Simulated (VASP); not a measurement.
# Si2WC3 (P3m1) in VASP: single point with r2SCAN

Aim: the single point of Si2WC3 with r2SCAN.

All numbers are computed with VASP 6.6.1; they aren't measurements. Logs are shortened: lines on timing, memory, paths and dates and some standing lists are left out, and cuts for length are marked.

**1. Starting point**

The structure is trigonal, space group P3m1 (No. 156). Conventional cell: a = 3.015 Å, b = 3.015 Å, c = 8.092 Å, α = 90.00°, β = 90.00°, γ = 120.00°. Around Si (site symmetry 3m) lie 4 C at 1.84 to 1.94 Å. Si (site symmetry 3m) has 4 C at 1.83 to 1.88 Å as nearest neighbours. W (site symmetry 3m) has 6 C at 2.14 to 2.38 Å as nearest neighbours. C (site symmetry 3m) is surrounded by 3 Si at 1.94 Å. Around C (site symmetry 3m) lie 4 Si at 1.84 to 1.88 Å. C (site symmetry 3m) is surrounded by 1 Si at 1.83 Å.

The cell was built by a generator and needn't be a form met in nature.

**2. Single point, r2SCAN**

INCAR

```
ALGO = Normal
EDIFF = 1E-6
ENCUT = 520
ISIF = 2
ISMEAR = 0
KPAR = 2
LASPH = T
LCHARG = F
LMIXTAU = T
LREAL = F
LWAVE = F
METAGGA = R2SCAN
NBANDS = 26
NELM = 150
PREC = Accurate
SIGMA = 0.03
```

KPOINTS

```
k-points
0
Gamma
  10 10 4
```

POSCAR

```
Si2WC3                                  
1.0
    3.0146256015      0.0000000000      0.0000000000
   -1.5073128057      2.6107423538      0.0000000000
    0.0000000000      0.0000000000      8.0921354075
  Si              W               C             
     2     1     3
Direct
     0.0000000000000000    0.0000000000000000    0.8979011259720266
     0.3333333300000021    0.6666666699999979    0.5832592235204359
     0.0000000000000000    0.0000000000000000    0.2031571269093106
     0.3333333300000021    0.6666666699999979    0.0027224413006479
     0.0000000000000000    0.0000000000000000    0.6705846832664122
     0.3333333300000021    0.6666666699999979    0.3573673690311594
```

Potentials or basis: VASP PAW PBE potentials, release 64 (Si, W_sv, C).

Launch:

```bash
cat potpaw_PBE.64/Si/POTCAR potpaw_PBE.64/W_sv/POTCAR potpaw_PBE.64/C/POTCAR > POTCAR
mpirun -np 2 vasp_std > vasp.out
```

OUTCAR:

```text
EDIFF = 1E-6
   ENCUT = 520
   ISIF = 2
   ISMEAR = 0
   LASPH = T
   LREAL = F
   METAGGA = R2SCAN
   NELM = 150
   PREC = Accurate

 ion  position               nearest neighbor table
   1  0.000  0.000  0.898-   5 1.84   4 1.94   4 1.94   4 1.94   3 2.47   2 3.08   2 3.08   2 3.08

   2  0.333  0.667  0.583-   6 1.83   5 1.88   5 1.88   5 1.88   1 3.08   1 3.08   1 3.08
   3  0.000  0.000  0.203-   6 2.14   6 2.14   6 2.14   4 2.38   4 2.38   4 2.38   1 2.47
   4  0.333  0.667  0.003-   1 1.94   1 1.94   1 1.94   3 2.38   3 2.38   3 2.38
   5  0.000  0.000  0.671-   1 1.84   2 1.88   2 1.88   2 1.88
   6  0.333  0.667  0.357-   2 1.83   3 2.14   3 2.14   3 2.14

  LATTYP: Found a hexagonal cell.
 ALAT       =     3.0146256015
 C/A-ratio  =     2.6842920074

  Lattice vectors:

 A1 = (   3.0146256015,   0.0000000000,   0.0000000000)
 A2 = (  -1.5073128057,   2.6107423538,   0.0000000000)
 A3 = (   0.0000000000,   0.0000000000,   8.0921354075)

Analysis of symmetry for initial positions (statically):
=====================================================================
 Subroutine PRICEL returns:
 Original cell was already a primitive cell.

 Routine SETGRP: Setting up the symmetry group for a
 hexagonal supercell.

 Subroutine GETGRP returns: Found  6 space group operations
 (whereof  6 operations were pure point group operations)
 out of a pool of 24 trial point group operations.

The static configuration has the point symmetry C_3v.

Analysis of symmetry for dynamics (positions and initial velocities):
=====================================================================
 Subroutine PRICEL returns:
 Original cell was already a primitive cell.

 Routine SETGRP: Setting up the symmetry group for a
 hexagonal supercell.

 Subroutine GETGRP returns: Found  6 space group operations
 (whereof  6 operations were pure point group operations)
 out of a pool of 24 trial point group operations.

The dynamic configuration has the point symmetry C_3v.

 Subroutine INISYM returns: Found  6 space group operations
 (whereof  6 operations are pure point group operations),
 and found     1 'primitive' translations

----------------------------------------------------------------------------------------

                                     Primitive cell

  volume of cell :      63.6884

  direct lattice vectors                    reciprocal lattice vectors
     3.014625602  0.000000000  0.000000000     0.331716151  0.191516409  0.000000000
    -1.507312806  2.610742354  0.000000000     0.000000000  0.383032818  0.000000000
     0.000000000  0.000000000  8.092135408     0.000000000  0.000000000  0.123576775

  length of vectors
     3.014625602  3.014625604  8.092135408     0.383032818  0.383032818  0.123576775

  position of ions in fractional coordinates (direct lattice)
     0.000000000  0.000000000  0.897901126
     0.333333330  0.666666670  0.583259224
     0.000000000  0.000000000  0.203157127
     0.333333330  0.666666670  0.002722441
     0.000000000  0.000000000  0.670584683
     0.333333330  0.666666670  0.357367369

  ion indices of the primitive-cell ions
   primitive index   ion index
                 1           1
                 2           2
                 3           3
                 4           4
                 5           5
                 6           6

----------------------------------------------------------------------------------------

 KPOINTS: k-points

Automatic generation of k-mesh.
 Grid dimensions read from file:
 generate k-points for:   10   10    4

 Generating k-lattice:

  Cartesian coordinates                     Fractional coordinates (reciprocal lattice)
     0.033171615  0.019151641  0.000000000     0.100000000  0.000000000  0.000000000
     0.000000000  0.038303282  0.000000000     0.000000000  0.100000000  0.000000000
     0.000000000  0.000000000  0.030894194     0.000000000  0.000000000  0.250000000

  Length of vectors
     0.038303282  0.038303282  0.030894194

  Shift w.r.t. Gamma in fractional coordinates (k-lattice)
     0.000000000  0.000000000  0.000000000

 Subroutine IBZKPT returns following result:
 ===========================================

 Found     50 irreducible k-points:

 Following reciprocal coordinates:
            Coordinates               Weight
  0.000000  0.000000  0.000000      1.000000
  0.100000 -0.000000  0.000000      6.000000
  0.200000 -0.000000  0.000000      6.000000
  0.300000 -0.000000  0.000000      6.000000
  0.400000  0.000000  0.000000      6.000000
  0.500000  0.000000  0.000000      3.000000
[... 16 lines left out ...]
  0.000000  0.400000  0.250000      6.000000
  0.500000  0.000000  0.250000      6.000000
 [... further k-points ...]
   k-points           NKPTS =     50   k-points in BZ     NKDIM =     50   number of bands    NBANDS=     26
   number of dos      NEDOS =    301   number of ions     NIONS =      6
   total plane-waves  NPLWV =  34560
   dimension x,y,z NGX =    24 NGY =   24 NGZ =   60
   dimension x,y,z NGXF=    48 NGYF=   48 NGZF=  120
   ions per type =               2   1   3
   NGX,Y,Z   is equivalent  to a cutoff of  13.24, 13.24, 12.33 a.u.
   NGXF,Y,Z  is equivalent  to a cutoff of  26.47, 26.47, 24.65 a.u.
 SYSTEM =  unknown system
   PREC   = accura    normal or accurate (medium, high low for compatibility)
   ISTART =      0    job   : 0-new  1-cont  2-samecut
   ICHARG =      2    charge: 1-file 2-atom 10-const
   ISPIN  =      1    spin polarized calculation?
   LNONCOLLINEAR =      F non collinear calculations
   LSORBIT =      F    spin-orbit coupling
   LASPH  =      T    aspherical Exc in radial PAW
   ENCUT  =  520.0 eV  38.22 Ry    6.18 a.u.   5.61  5.61 15.05*2*pi/ulx,y,z
   NELM   =    150;   NELMIN=  2; NELMDL= -5     # of ELM steps
   EDIFF  = 0.1E-05   stopping-criterion for ELM
   LREAL  =      F    real-space projection
   EDIFFG = 0.1E-04   stopping-criterion for IOM
   NSW    =      0    number of steps for IOM
   IBRION =     -1    ionic relax: 0-MD 1-quasi-New 2-CG
   NFREE  =      0    steps in history (QN), initial steepest desc. (CG)
   ISIF   =      2    stress and relaxation
   ISYM   =      2    0-nonsym 1-usesym 2-fastsym
   POTIM  = 0.5000    time-step for ionic-motion
   TEBEG  =    0.0;   TEEND  =   0.0 temperature during run
   PSTRESS=    0.0 pullay stress
   NELECT =      34.0000    total number of electrons
   NUPDOWN=      -1.0000    fix difference up-down
   EMIN   =  10.00;   EMAX   =-10.00  energy-range for DOS
   EFERMI =   0.00;   METHOD = LEGACY
   ISMEAR =     0;   SIGMA  =   0.03  broadening in eV -4-tet -1-fermi 0-gaus
   EFERMI_NEDOS =   21; number of points for ismear=-14 and -15
   IALGO  =     38    algorithm
   IMIX   =      4    mixing-type and parameters
     AMIX     =   0.40;   BMIX     =  1.00
     AMIX_MAG =   1.60;   BMIX_MAG =  1.00
  volume/ion in A,a.u.               =      10.61        71.63
  Fermi-wavevector in a.u.,A,eV,Ry     =   1.328050  2.509650 23.996809  1.763716
  Thomas-Fermi vector in A             =   2.457316
   LORBIT       =      0    0 simple, 1 ext, 2 COOP (PROOUT), +10 PAW based schemes
   METAGGA = R2SCAN    functional components
   LHFCALC =     F    Hartree Fock is set to
   AEXX    =    0.0000 exact exchange contribution
   IVDW    =     0    specifies the selected vdW correction
   LEPSILON=     F    determine dielectric tensor
   LRPA    =     F    only Hartree local field effects (RPA)
 non-spin polarized calculation
 Gauss-broadening in eV      SIGMA  =   0.03
  energy-cutoff  :      520.00
  volume of cell :       63.69
 maximum number of plane-waves:      1770
 NGX is ok and might be reduce to    24
   NGX = 11   NGY = 11   NGZ = 31

 number of electron      33.9999997 magnetization

 Free energy of the ion-electron system (eV)
  ---------------------------------------------------
  ext. energy  EPLUGINS =         0.00000000
  ---------------------------------------------------
  free energy    TOTEN  =       -98.23858294 eV

  energy without entropy =      -98.23858294  energy(sigma->0) =      -98.23858294

 E-fermi :   9.8177     XC(G=0): -12.8315

 val. band max:        9.5421615658   @ k =   0.1000  -0.0000   0.5000
 cond. band min:      10.5367690099   @ k =   0.2000   0.2000   0.0000
 fundamental gap:      0.9946074441
 Fermi energy:         9.8176530156

 k-point     1 :       0.0000    0.0000    0.0000
  band No.  band energies     occupation
      1     -66.6069      2.00000
      2     -30.2354      2.00000
      3     -29.9083      2.00000
      4     -29.9083      2.00000
      5      -7.8959      2.00000
      6      -6.0811      2.00000
[... 18 lines left out ...]
     25      16.2341      0.00000
     26      16.8432      0.00000

 k-point     2 :       0.1000   -0.0000    0.0000
  band No.  band energies     occupation
      1     -66.6032      2.00000
      2     -30.2258      2.00000
      3     -29.9662      2.00000
      4     -29.9216      2.00000
      5      -7.7051      2.00000
      6      -5.9103      2.00000
[... 18 lines left out ...]
     25      16.5782      0.00000
     26      17.4139      0.00000

 k-point     3 :       0.2000   -0.0000    0.0000
  band No.  band energies     occupation
      1     -66.5933      2.00000
      2     -30.2007      2.00000
      3     -30.1153      2.00000
      4     -29.9562      2.00000
      5      -7.1443      2.00000
      6      -5.4136      2.00000
[... 18 lines left out ...]
     25      17.3156      0.00000
     26      18.1038      0.00000

 k-point     4 :       0.3000   -0.0000    0.0000
  band No.  band energies     occupation
      1     -66.5811      2.00000
      2     -30.2967      2.00000
      3     -30.1681      2.00000
      4     -29.9987      2.00000
      5      -6.2531      2.00000
      6      -4.6509      2.00000
[... 18 lines left out ...]
     25      17.4588      0.00000
     26      18.0013      0.00000
[... 496 lines left out ...]
      1     -66.5712      2.00000
      2     -30.4391      2.00000
      3     -30.1425      2.00000
      4     -30.0328      2.00000
      5      -5.1245      2.00000
      6      -3.8572      2.00000
[... 18 lines left out ...]
     25      17.0825      0.00000
     26      17.8547      0.00000

 k-point    23 :       0.0000    0.4000    0.2500
  band No.  band energies     occupation
      1     -66.5712      2.00000
      2     -30.4391      2.00000
      3     -30.1425      2.00000
      4     -30.0328      2.00000
      5      -5.1257      2.00000
      6      -3.8596      2.00000
[... 18 lines left out ...]
     25      16.9880      0.00000
     26      17.8740      0.00000

 k-point    24 :       0.5000    0.0000    0.2500
  band No.  band energies     occupation
      1     -66.5675      2.00000
      2     -30.4928      2.00000
      3     -30.1327      2.00000
      4     -30.0458      2.00000
      5      -4.3742      2.00000
      6      -3.5040      2.00000
[... 18 lines left out ...]
     25      16.6173      0.00000
     26      17.8023      0.00000

 [... further k-points ...]
[... 5 lines left out ...]
  --------------------------------------------------------------------------------------
  -------------------------------------------------------------------------------------
  Total       -1.0714625     -1.0714625     -1.7519778      0.0000000      0.0000000     -0.0000000
  in kB      -26.9542359    -26.9542359    -44.0736126      0.0000001      0.0000000     -0.0000000
  external PRESSURE =     -32.6606948 kB  Pullay stress =       0.0000000 kB

 VOLUME and BASIS-vectors are now :
 -----------------------------------------------------------------------------
  energy-cutoff  :      520.00
  volume of cell :       63.69
      direct lattice vectors                 reciprocal lattice vectors
     3.014625602  0.000000000  0.000000000     0.331716151  0.191516409  0.000000000
    -1.507312806  2.610742354  0.000000000     0.000000000  0.383032818  0.000000000
     0.000000000  0.000000000  8.092135408     0.000000000  0.000000000  0.123576775

 POSITION                                       TOTAL-FORCE (eV/Angst)
 -----------------------------------------------------------------------------------
      0.00000      0.00000      7.26594        -0.000000     -0.000000      0.175856
     -0.00000      1.74049      4.71981        -0.000000      0.000000      0.003004
      0.00000      0.00000      1.64397        -0.000000      0.000000      0.156072
     -0.00000      1.74049      0.02203         0.000000     -0.000000     -0.305217
      0.00000      0.00000      5.42646        -0.000000     -0.000000     -0.020736
     -0.00000      1.74049      2.89187        -0.000000     -0.000000     -0.008979
 -----------------------------------------------------------------------------------
    total drift:                                0.000008     -0.000005      0.000328

  FREE ENERGIE OF THE ION-ELECTRON SYSTEM (eV)
  ---------------------------------------------------
  free  energy   TOTEN  =       -98.2385829411 eV

  energy  without entropy=      -98.2385829411  energy(sigma->0) =      -98.23858294
```

Wall time 1.9 min (2 MPI ranks of Intel Xeon Platinum 8559C (Emerald Rapids), shared host); peak memory 0.23 GiB.

What came out:

```
Free energy            : -98.2386 eV
Pressure               : -3.3 GPa
Largest force          : 0.305 eV/Å
Band gap on the k mesh : 0.99 eV, indirect (least direct gap 1.69 eV)
```

Forces in eV/Å, atoms in the order of the input:
```
Si   0.000  0.000  0.176
Si   0.000  0.000  0.003
W    0.000  0.000  0.156
C    0.000  0.000 -0.305
C    0.000  0.000 -0.021
C    0.000  0.000 -0.009
```

Caveat: the PAW data sets were made with another functional, which shifts forces and pressure a little; spin-orbit coupling is left out, which moves the levels of the heavy elements. A k mesh can miss the band edges.
